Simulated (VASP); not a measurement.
Computed with PBEsol GGA, VASP's PBE PAW potentials (set 64) (plane waves; VASP).

The input files of a VASP run:

**KPOINTS**
```
Automatic mesh
0
Gamma
7 7 7
0 0 0
```

**POSCAR**
```
SnTe
1.0
  0.0000000000   3.1600000000   3.1600000000
  3.1600000000   0.0000000000   3.1600000000
  3.1600000000   3.1600000000   0.0000000000
Sn Te
1 1
direct
  0.0000000000   0.0000000000   0.0000000000
  0.5000000000   0.5000000000   0.5000000000
```

**INCAR**
```
IBRION = 2   ! conjugate gradients
GGA = PS
EDIFFG = -0.01   ! ionic stop
NELM = 100
SYSTEM = SnTe
LCHARG = .False.
PREC = Accurate
SIGMA = 0.05
LWAVE = .False.
ISIF = 3
ALGO = Normal   ! blocked Davidson
LREAL = .False.
LMAXMIX = 4   ! l cut-off of mixed one-centre charges
ISMEAR = -1
EDIFF = 1E-6   ! SCF stop (eV)
NSW = 50   ! most ionic steps
LASPH = .True.   ! aspherical one-centre terms
ENCUT = 300   ! plane-wave cut-off (eV)
```

POTCAR, in this order: Sn_d Te (PBE.64 set). Program: vasp_std.

At this cut-off the stress carries a Pulay error, which pulls relaxed volumes low. Energy and stress use the plane-wave basis of the starting cell.

Q: What does the run give for the energy per atom (σ→0), volume per atom?

A: 
```
Property                       Result
---------------------  --------------
energy per atom (σ→0)  -4172 meV/atom
volume per atom         30.90 Å³/atom
```

**OSZICAR**
```
...
       N       E                     dE             d eps       ncg     rms          rms(c)
DAV:   1    -0.835255414706E+01   -0.79720E-02   -0.16954E-01   680   0.676E+00    0.506E-01
DAV:   2    -0.834652373157E+01    0.60304E-02   -0.10089E-02   680   0.169E+00    0.212E-01
DAV:   3    -0.834505211999E+01    0.14716E-02   -0.42864E-03   686   0.102E+00    0.430E-02
DAV:   4    -0.834500437784E+01    0.47742E-04   -0.91921E-05   574   0.822E-02    0.443E-02
DAV:   5    -0.834497903559E+01    0.25342E-04   -0.19397E-05   806   0.340E-02    0.830E-03
DAV:   6    -0.834497860766E+01    0.42793E-06   -0.22890E-06   458   0.264E-02
   3 F= -.83449786E+01 E0= -.83449418E+01  d E =-.398693E-02
```

The structure is a typed SnTe crystal (Fm-3m). This run relaxes it. Symmetry was kept, so distortions that lower it aren't found. The run is one of a series of settings (EDIFFG = -0.01, IBRION = 2, ISIF = 3, NSW = 50 against the base run), some of them coarse on purpose.
